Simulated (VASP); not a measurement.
Calculation: PBEsol GGA, VASP's PBE PAW potentials (set 64) (plane waves; VASP).

VASP ran on this input.

INCAR:
```
ALGO = Normal   # blocked Davidson
LCHARG = .FALSE.
NSW = 60
IBRION = 2   # conjugate gradients
SIGMA = 0.05
LREAL = .FALSE.
EDIFF = 1E-6   # SCF stop (eV)
ENCUT = 400   # plane-wave cut-off (eV)
GGA = PS
NELM = 100   # most electronic steps
ISIF = 3
LWAVE = .FALSE.
ISMEAR = 0   # Gaussian
LASPH = .TRUE.   # aspherical one-centre terms
EDIFFG = -0.02
PREC = Accurate
SYSTEM = CaAlSiH
```

### KPOINTS
```
kpoints
0
G
 6 6 5
0 0 0
```

POSCAR:
```
CaAlSiH
1.0
  4.1287741108   0.0000000000   0.0000000000
 -2.0643870554   3.5756235285   0.0000000000
  0.0000000000   0.0000000000   4.5244910725
Ca Al Si H
1 1 1 1
Cartesian
 -2.0643870554   3.5756235285   0.0231047620
  2.0643891198   1.1918733176   2.1003303726
 -0.0000020644   2.3837502109   2.5531545027
  2.0643891198   1.1918733176   0.3306646325
```

POTCAR, in this order: Ca_sv Al Si H (PBE.64 set). Program: vasp_std.

What will the output report for the number of irreducible k-points (NKPTS), number of bands (NBANDS), largest plane-wave count, number of space-group operations, FFT grid (NGX, NGY, NGZ)?

```json
{
  "number of irreducible k-points (NKPTS)": "27",
  "number of bands (NBANDS)": "13",
  "largest_plane_wave_count": "1230",
  "number_of_space_group_operations": "6",
  "FFT grid (NGX, NGY, NGZ)": "28 × 28 × 30"
}
```

The structure comes from a computed database's CaAlSiH entry (P3m1); how it stands against other phases isn't given here. It was relaxed first. The start is the result of an earlier pass.
